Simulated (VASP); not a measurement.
OSZICAR of a VASP run on Ho (hcp):

**OSZICAR**
```
       N       E                     dE             d eps       ncg     rms          rms(c)
DAV:   1     0.892524880883E+02    0.89252E+02   -0.82852E+03  3039   0.130E+03
DAV:   2    -0.422856810177E+01   -0.93481E+02   -0.92014E+02  3959   0.561E+02
DAV:   3    -0.923161465242E+01   -0.50030E+01   -0.47647E+01  4519   0.945E+01
DAV:   4    -0.944234530569E+01   -0.21073E+00   -0.19920E+00  4701   0.127E+01
DAV:   5    -0.944810127113E+01   -0.57560E-02   -0.56933E-02  4515   0.220E+00    0.251E+01
DAV:   6    -0.944070377513E+01    0.73975E-02   -0.27879E-02  4621   0.218E+00    0.149E+01
DAV:   7    -0.944386236947E+01   -0.31586E-02   -0.49986E-02  4415   0.297E+00    0.298E-01
DAV:   8    -0.944346101402E+01    0.40136E-03   -0.27407E-03  3967   0.601E-01    0.673E-02
DAV:   9    -0.944346089360E+01    0.12042E-06   -0.22267E-04  4596   0.183E-01    0.308E-02
DAV:  10    -0.944345813091E+01    0.27627E-05   -0.17392E-05  4588   0.448E-02    0.260E-02
DAV:  11    -0.944345797346E+01    0.15745E-06   -0.79361E-07  4318   0.106E-02    0.429E-03
DAV:  12    -0.944345799496E+01   -0.21502E-07   -0.92418E-08  2540   0.408E-03
   1 F= -.94434580E+01 E0= -.94434580E+01  d E =0.000000E+00
```

Which electronic solver shows in the log?

It is blocked Davidson (ALGO = Normal, or the opening steps of other solvers). The INCAR had ALGO = Normal.

Can the final energy be trusted as converged?

The run converged. It stopped with EDIFF = 1E-7, NELM = 100 (AM05 GGA, plane waves, VASP's PBE PAW potentials (set 64)). The 4f electrons are frozen in the core of the lanthanide potential, so 4f levels, which can set the real gap, and their magnetism are missing.

The compound is Ho in the hcp structure. It was relaxed first.
